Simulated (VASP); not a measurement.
# Ga2SnO (I4/mcm) in VASP: single point with r2SCAN

Aim: the single point of Ga2SnO with r2SCAN.

Program: VASP 6.6.1. These are calculated values, not measurements. Logs are shortened: lines on timing, memory, paths and dates and some standing lists are left out, and cuts for length are marked.

### Step 1. Starting point

It takes space group I4/mcm (No. 140, tetragonal). Conventional cell: a = 7.348 Å, b = 7.348 Å, c = 5.768 Å, α = 90.00°, β = 90.00°, γ = 90.00°. Ga (site symmetry m2m) has 2 O at 2.11 Å as nearest neighbours. Sn (site symmetry 422) has 2 Sn at 2.88 Å and 8 Ga at 3.15 Å as nearest neighbours. Around O (site symmetry -42m) lie 4 Ga at 2.11 Å.

The cell was built by a generator and needn't be a form met in nature.

### Step 2. Single point, r2SCAN

INCAR

```
SYSTEM = Ga2SnO
  PREC = Accurate
  ENCUT = 520
  EDIFF = 1E-6
  ISMEAR = 0
  SIGMA = 0.1
  LREAL = .FALSE.
  LASPH = .TRUE.
  NELM = 150
  ALGO = Normal
  ISIF = 2
  LWAVE = .FALSE.
  LCHARG = .FALSE.
  METAGGA = R2SCAN
  LMIXTAU = .TRUE.
  NBANDS = 56
  KPAR = 4
```

KPOINTS

```
Automatic mesh
0
G
  6 6 6
  0 0 0
```

POSCAR

```
Ga2SnO
1.0
   -3.6739100000      3.6739100000      2.8839400000
    3.6739100000     -3.6739100000      2.8839400000
    3.6739100000      3.6739100000     -2.8839400000
Ga Sn O
4 2 2
Direct
    0.6480850000      0.1480850000      0.7961690000
    0.1480850000      0.3519150000      0.5000000000
    0.3519150000      0.8519150000      0.2038310000
    0.8519150000      0.6480850000      0.5000000000
    0.2500000000      0.2500000000      0.0000000000
    0.7500000000      0.7500000000      0.0000000000
    0.7500000000      0.2500000000      0.5000000000
    0.2500000000      0.7500000000      0.5000000000
```

Potentials or basis: VASP PAW PBE potentials, release 64 (Ga_d, Sn_d, O).

Run with:

```sh
$ cat potpaw_PBE.64/Ga_d/POTCAR potpaw_PBE.64/Sn_d/POTCAR potpaw_PBE.64/O/POTCAR > POTCAR
$ mpirun -np 4 vasp_std > vasp.out
```

OUTCAR:

```text
SYSTEM = Ga2SnO
   PREC = Accurate
   ENCUT = 520
   EDIFF = 1E-6
   ISMEAR = 0
   LREAL = .FALSE.
   LASPH = .TRUE.
   NELM = 150
   ISIF = 2
   METAGGA = R2SCAN

 ion  position               nearest neighbor table
   1  0.648  0.148  0.796-   7 2.11   8 2.11   5 3.15   6 3.15   5 3.15   6 3.15
   2  0.148  0.352  0.500-   7 2.11   8 2.11   6 3.15   5 3.15   5 3.15   6 3.15
   3  0.352  0.852  0.204-   8 2.11   7 2.11   5 3.15   6 3.15   5 3.15   6 3.15
   4  0.852  0.648  0.500-   7 2.11   8 2.11   5 3.15   6 3.15   6 3.15   5 3.15
   5  0.250  0.250  0.000-   6 2.88   6 2.88   4 3.15   2 3.15   4 3.15   2 3.15   1 3.15   3 3.15
                             3 3.15   1 3.15
   6  0.750  0.750  0.000-   5 2.88   5 2.88   2 3.15   4 3.15   2 3.15   4 3.15   3 3.15   1 3.15
                             1 3.15   3 3.15
   7  0.750  0.250  0.500-   1 2.11   3 2.11   2 2.11   4 2.11
   8  0.250  0.750  0.500-   3 2.11   1 2.11   2 2.11   4 2.11

  LATTYP: Found a body centered tetragonal cell.
 ALAT       =     7.3478200000
 C/A-ratio  =     0.7849784018

  Lattice vectors:

 A1 = (  -3.6739100000,   3.6739100000,   2.8839400000)
 A2 = (   3.6739100000,  -3.6739100000,   2.8839400000)
 A3 = (   3.6739100000,   3.6739100000,  -2.8839400000)

Analysis of symmetry for initial positions (statically):
=====================================================================
 Subroutine PRICEL returns:
 Original cell was already a primitive cell.

 Routine SETGRP: Setting up the symmetry group for a
 body centered tetragonal supercell.

 Subroutine GETGRP returns: Found 16 space group operations
 (whereof  8 operations were pure point group operations)
 out of a pool of 16 trial point group operations.

The static configuration has the point symmetry C_4h.
 The point group associated with its full space group is D_4h.

Analysis of symmetry for dynamics (positions and initial velocities):
=====================================================================
 Subroutine PRICEL returns:
 Original cell was already a primitive cell.

 Routine SETGRP: Setting up the symmetry group for a
 body centered tetragonal supercell.

 Subroutine GETGRP returns: Found 16 space group operations
 (whereof  8 operations were pure point group operations)
 out of a pool of 16 trial point group operations.

The dynamic configuration has the point symmetry C_4h.
 The point group associated with its full space group is D_4h.

 Subroutine INISYM returns: Found 16 space group operations
 (whereof  8 operations are pure point group operations),
 and found     1 'primitive' translations

----------------------------------------------------------------------------------------

                                     Primitive cell

  volume of cell :     155.7052

  direct lattice vectors                    reciprocal lattice vectors
    -3.673910000  3.673910000  2.883940000     0.000000000  0.136094787  0.173373926
     3.673910000 -3.673910000  2.883940000     0.136094787  0.000000000  0.173373926
     3.673910000  3.673910000 -2.883940000     0.136094787  0.136094787  0.000000000

  length of vectors
     5.942418641  5.942418641  5.942418641     0.220409413  0.220409413  0.192467094

  position of ions in fractional coordinates (direct lattice)
     0.648085000  0.148085000  0.796169000
     0.148085000  0.351915000  0.500000000
     0.351915000  0.851915000  0.203831000
     0.851915000  0.648085000  0.500000000
     0.250000000  0.250000000  0.000000000
     0.750000000  0.750000000  0.000000000
     0.750000000  0.250000000  0.500000000
     0.250000000  0.750000000  0.500000000

  ion indices of the primitive-cell ions
   primitive index   ion index
                 1           1
                 2           2
                 3           3
                 4           4
                 5           5
                 6           6
                 7           7
                 8           8

----------------------------------------------------------------------------------------

 KPOINTS: Automatic mesh

Automatic generation of k-mesh.
 Grid dimensions read from file:
 generate k-points for:    6    6    6

 Generating k-lattice:

  Cartesian coordinates                     Fractional coordinates (reciprocal lattice)
     0.000000000  0.022682465  0.028895654     0.166666667  0.000000000  0.000000000
     0.022682465  0.000000000  0.028895654     0.000000000  0.166666667  0.000000000
     0.022682465  0.022682465  0.000000000     0.000000000  0.000000000  0.166666667

  Length of vectors
     0.036734902  0.036734902  0.032077849

  Shift w.r.t. Gamma in fractional coordinates (k-lattice)
     0.000000000  0.000000000  0.000000000

 Subroutine IBZKPT returns following result:
 ===========================================

 Found     30 irreducible k-points:

 Following reciprocal coordinates:
            Coordinates               Weight
  0.000000  0.000000  0.000000      1.000000
  0.166667  0.000000  0.000000      8.000000
  0.333333  0.000000 -0.000000      8.000000
  0.500000 -0.000000  0.000000      4.000000
  0.166667  0.166667  0.000000      8.000000
  0.333333  0.166667  0.000000     16.000000
[... 16 lines left out ...]
 -0.333333 -0.333333  0.166667      8.000000
 -0.166667 -0.333333  0.166667      8.000000
 [... further k-points ...]
   k-points           NKPTS =     30   k-points in BZ     NKDIM =     30   number of bands    NBANDS=     56
   number of dos      NEDOS =    301   number of ions     NIONS =      8
   total plane-waves  NPLWV = 110592
   dimension x,y,z NGX =    48 NGY =   48 NGZ =   48
   dimension x,y,z NGXF=    96 NGYF=   96 NGZF=   96
   ions per type =               4   2   2
   NGX,Y,Z   is equivalent  to a cutoff of  13.43, 13.43, 13.43 a.u.
   NGXF,Y,Z  is equivalent  to a cutoff of  26.86, 26.86, 26.86 a.u.
 SYSTEM =  Ga2SnO
   PREC   = accura    normal or accurate (medium, high low for compatibility)
   ISTART =      0    job   : 0-new  1-cont  2-samecut
   ICHARG =      2    charge: 1-file 2-atom 10-const
   ISPIN  =      1    spin polarized calculation?
   LNONCOLLINEAR =      F non collinear calculations
   LSORBIT =      F    spin-orbit coupling
   LASPH  =      T    aspherical Exc in radial PAW
   ENCUT  =  520.0 eV  38.22 Ry    6.18 a.u.  11.05 11.05 11.05*2*pi/ulx,y,z
   NELM   =    150;   NELMIN=  2; NELMDL= -5     # of ELM steps
   EDIFF  = 0.1E-05   stopping-criterion for ELM
   LREAL  =      F    real-space projection
   EDIFFG = 0.1E-04   stopping-criterion for IOM
   NSW    =      0    number of steps for IOM
   IBRION =     -1    ionic relax: 0-MD 1-quasi-New 2-CG
   NFREE  =      0    steps in history (QN), initial steepest desc. (CG)
   ISIF   =      2    stress and relaxation
   ISYM   =      2    0-nonsym 1-usesym 2-fastsym
   POTIM  = 0.5000    time-step for ionic-motion
   TEBEG  =    0.0;   TEEND  =   0.0 temperature during run
   PSTRESS=    0.0 pullay stress
   NELECT =      92.0000    total number of electrons
   NUPDOWN=      -1.0000    fix difference up-down
   EMIN   =  10.00;   EMAX   =-10.00  energy-range for DOS
   EFERMI =   0.00;   METHOD = LEGACY
   ISMEAR =     0;   SIGMA  =   0.10  broadening in eV -4-tet -1-fermi 0-gaus
   EFERMI_NEDOS =   21; number of points for ismear=-14 and -15
   IALGO  =     38    algorithm
   IMIX   =      4    mixing-type and parameters
     AMIX     =   0.40;   BMIX     =  1.00
     AMIX_MAG =   1.60;   BMIX_MAG =  1.00
  volume/ion in A,a.u.               =      19.46       131.34
  Fermi-wavevector in a.u.,A,eV,Ry     =   1.373735  2.595983 25.676213  1.887148
  Thomas-Fermi vector in A             =   2.499225
   LORBIT       =      0    0 simple, 1 ext, 2 COOP (PROOUT), +10 PAW based schemes
   METAGGA = R2SCAN    functional components
   LHFCALC =     F    Hartree Fock is set to
   AEXX    =    0.0000 exact exchange contribution
   IVDW    =     0    specifies the selected vdW correction
   LEPSILON=     F    determine dielectric tensor
   LRPA    =     F    only Hartree local field effects (RPA)
 non-spin polarized calculation
 Gauss-broadening in eV      SIGMA  =   0.10
  energy-cutoff  :      520.00
  volume of cell :      155.71
 maximum number of plane-waves:      4230
 NGX is ok and might be reduce to    48
   NGX = 23   NGY = 23   NGZ = 23

 number of electron      92.0000018 magnetization

 Free energy of the ion-electron system (eV)
  ---------------------------------------------------
  ext. energy  EPLUGINS =         0.00000000
  ---------------------------------------------------
  free energy    TOTEN  =      -111.08017806 eV

  energy without entropy =     -111.06902404  energy(sigma->0) =     -111.07460105

 E-fermi :   5.6200     XC(G=0): -11.1668

 val. band max:        5.5962406510   @ k =  -0.1667   0.1667   0.0000
 cond. band min:       5.6476555777   @ k =  -0.1667   0.5000   0.1667
 fundamental gap:      0.0514149267
 Fermi energy:         5.6200315324

 k-point     1 :       0.0000    0.0000    0.0000
  band No.  band energies     occupation
      1     -16.9298      2.00000
      2     -16.6913      2.00000
      3     -16.6913      2.00000
      4     -16.5715      2.00000
      5     -16.5662      2.00000
      6     -16.5447      2.00000
[... 48 lines left out ...]
     55      11.8762      0.00000
     56      12.1551      0.00000

 k-point     2 :       0.1667    0.0000    0.0000
  band No.  band energies     occupation
      1     -16.8904      2.00000
      2     -16.6761      2.00000
      3     -16.6761      2.00000
      4     -16.5698      2.00000
      5     -16.5640      2.00000
      6     -16.5466      2.00000
[... 48 lines left out ...]
     55      11.5201      0.00000
     56      12.0140      0.00000

 k-point     3 :       0.3333    0.0000   -0.0000
  band No.  band energies     occupation
      1     -16.7823      2.00000
      2     -16.6343      2.00000
      3     -16.6343      2.00000
      4     -16.5652      2.00000
      5     -16.5581      2.00000
      6     -16.5517      2.00000
[... 1172 lines left out ...]
 k-point    23 :      -0.3333   -0.3333    0.1667
  band No.  band energies     occupation
      1     -16.7815      2.00000
      2     -16.6339      2.00000
      3     -16.6335      2.00000
      4     -16.5680      2.00000
      5     -16.5557      2.00000
      6     -16.5507      2.00000
[... 48 lines left out ...]
     55      10.7462      0.00000
     56      11.3840      0.00000

 k-point    24 :      -0.1667   -0.3333    0.1667
  band No.  band energies     occupation
      1     -16.6342      2.00000
      2     -16.6329      2.00000
      3     -16.5770      2.00000
      4     -16.5770      2.00000
      5     -16.5762      2.00000
      6     -16.5762      2.00000
[... 48 lines left out ...]
     55      10.9122      0.00000
     56      11.3896      0.00000

 [... further k-points ...]
[... 5 lines left out ...]
  --------------------------------------------------------------------------------------
  -------------------------------------------------------------------------------------
  Total       -2.4436827     -2.4436827     -3.6700233      0.0000000      0.0000000      0.0000000
  in kB      -25.1450304    -25.1450304    -37.7638415      0.0000000      0.0000000      0.0000000
  external PRESSURE =     -29.3513007 kB  Pullay stress =       0.0000000 kB

 VOLUME and BASIS-vectors are now :
 -----------------------------------------------------------------------------
  energy-cutoff  :      520.00
  volume of cell :      155.71
      direct lattice vectors                 reciprocal lattice vectors
    -3.673910000  3.673910000  2.883940000     0.000000000  0.136094787  0.173373926
     3.673910000 -3.673910000  2.883940000     0.136094787  0.000000000  0.173373926
     3.673910000  3.673910000 -2.883940000     0.136094787  0.136094787  0.000000000

 POSITION                                       TOTAL-FORCE (eV/Angst)
 -----------------------------------------------------------------------------------
      1.08810      4.76201      0.00000        -0.212822     -0.212822     -0.000000
      2.58581      1.08810      0.00000         0.212822     -0.212822     -0.000000
      2.58581     -1.08810      2.88394         0.212822      0.212822      0.000000
      1.08810      2.58581      2.88394        -0.212822      0.212822      0.000000
      0.00000      0.00000      1.44197        -0.000000     -0.000000     -0.000000
      0.00000      0.00000      4.32591         0.000000      0.000000     -0.000000
     -0.00000      3.67391      1.44197         0.000000     -0.000000     -0.000000
      3.67391     -0.00000      1.44197        -0.000000      0.000000      0.000000
 -----------------------------------------------------------------------------------
    total drift:                               -0.000000      0.000000     -0.000000

  FREE ENERGIE OF THE ION-ELECTRON SYSTEM (eV)
  ---------------------------------------------------
  free  energy   TOTEN  =      -111.0801780650 eV

  energy  without entropy=     -111.0690240392  energy(sigma->0) =     -111.07460105
```

Run time: 6.8 min. Hardware: 4 MPI ranks of Intel Xeon Platinum 8259CL at 2.50GHz (Skylake/Cascade Lake), shared host; peak memory 0.51 GiB.

Results:

* Free energy: -111.0802 eV
* Pressure: -2.9 GPa
* Largest force: 0.301 eV/Å
* Band gap on the k mesh: none (metal or under the smearing width)

Forces in eV/Å, atoms in the order of the input:
```
Ga  -0.213 -0.213  0.000
Ga   0.213 -0.213  0.000
Ga   0.213  0.213  0.000
Ga  -0.213  0.213  0.000
Sn   0.000  0.000  0.000
Sn   0.000  0.000  0.000
O    0.000  0.000  0.000
O    0.000  0.000  0.000
```

Caveat: the PAW data sets were made with another functional, which shifts forces and pressure a little.
